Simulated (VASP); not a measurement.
Computed with PBE GGA, VASP's PBE PAW potentials (set 64) (plane waves; VASP).

A VASP calculation is set up with these files.

File KPOINTS:
```
Automatic mesh
0
Gamma
6 6 4
0 0 0
```

INCAR:
```
SYSTEM = CdS
LASPH = .TRUE.
ISMEAR = 0
LMAXMIX = 4
NELM = 100   # most electronic steps
ALGO = Normal   # blocked Davidson
ENCUT = 480   # plane-wave cut-off (eV)
GGA = PE
LREAL = .FALSE.
SIGMA = 0.05
LCHARG = .FALSE.
PREC = Accurate
ISIF = 2   # forces and stress, cell fixed
LWAVE = .FALSE.
EDIFF = 1E-7
```

**POSCAR**
```
CdS
1.0
  2.0980360424  -3.6339048429   0.0000000000
  2.0980360424   3.6339048429   0.0000000000
  0.0000000000   0.0000000000   6.8148994377
Cd S
2 2
Cart
  2.0980360424  -1.2113040369   3.4074699175
  2.0980360424   1.2113040369   0.0000201987
  2.0980360424  -1.2113040369   5.9766466082
  2.0980360424   1.2113040369   2.5691968893
```

POTCAR, in this order: Cd S (PBE.64 set). Program: vasp_std.

Output

File OSZICAR:
```
       N       E                     dE             d eps       ncg     rms          rms(c)
DAV:   1     0.238578284108E+03    0.23858E+03   -0.16992E+04   924   0.140E+03
DAV:   2    -0.866001491031E-01   -0.23866E+03   -0.23358E+03  1056   0.347E+02
DAV:   3    -0.132510496254E+02   -0.13164E+02   -0.13118E+02  1134   0.823E+01
DAV:   4    -0.133955368893E+02   -0.14449E+00   -0.14445E+00  1068   0.871E+00
DAV:   5    -0.133982138630E+02   -0.26770E-02   -0.26769E-02  1140   0.114E+00    0.108E+01
DAV:   6    -0.123162307272E+02    0.10820E+01   -0.26329E+00  1178   0.164E+01    0.854E+00
DAV:   7    -0.123002641185E+02    0.15967E-01   -0.79905E-01  1086   0.520E+00    0.398E+00
DAV:   8    -0.122979772314E+02    0.22869E-02   -0.11158E-01  1072   0.355E+00    0.517E-01
DAV:   9    -0.122958926272E+02    0.20846E-02   -0.22064E-02  1150   0.188E+00    0.155E-01
DAV:  10    -0.122961158969E+02   -0.22327E-03   -0.16275E-03  1088   0.422E-01    0.112E-01
DAV:  11    -0.122962351975E+02   -0.11930E-03   -0.24327E-04  1090   0.115E-01    0.105E-01
DAV:  12    -0.122962806976E+02   -0.45500E-04   -0.21214E-04  1014   0.876E-02    0.221E-02
DAV:  13    -0.122962798089E+02    0.88870E-06   -0.16436E-05  1128   0.306E-02    0.598E-03
DAV:  14    -0.122962810695E+02   -0.12606E-05   -0.17632E-06  1002   0.811E-03    0.884E-03
DAV:  15    -0.122962804887E+02    0.58085E-06   -0.13052E-06  1098   0.712E-03    0.268E-03
DAV:  16    -0.122962804559E+02    0.32797E-07   -0.14273E-07   740   0.254E-03
   1 F= -.12296280E+02 E0= -.12296280E+02  d E =-.474281E-14
```

OUTCAR:
```
------------------------ aborting loop because EDIFF is reached ----------------------------------------
  FORCE on cell =-STRESS in cart. coord.  units (eV):
  Direction    XX          YY          ZZ          XY          YZ          ZX
  --------------------------------------------------------------------------------------
  Total        0.2326238      0.2326238      0.2854260      0.0000000      0.0000000      0.0000000
  in kB        3.5866487      3.5866484      4.4007653      0.0000000      0.0000000      0.0000000
  external PRESSURE =       3.8580208 kB  Pullay stress =       0.0000000 kB
  volume of cell :      103.91
      direct lattice vectors                 reciprocal lattice vectors
     2.098036042 -3.633904843  0.000000000     0.238318117 -0.137593036  0.000000000
     2.098036042  3.633904843  0.000000000     0.238318117  0.137593036  0.000000000
     0.000000000  0.000000000  6.814899438     0.000000000  0.000000000  0.146737308
  FREE ENERGIE OF THE ION-ELECTRON SYSTEM (eV)
  ---------------------------------------------------
  free  energy   TOTEN  =       -12.2962804559 eV

  energy  without entropy=      -12.2962804559  energy(sigma->0) =      -12.29628046
```
(Selected blocks of OUTCAR.)

The compound is CdS in the wurtzite structure. It was relaxed first.
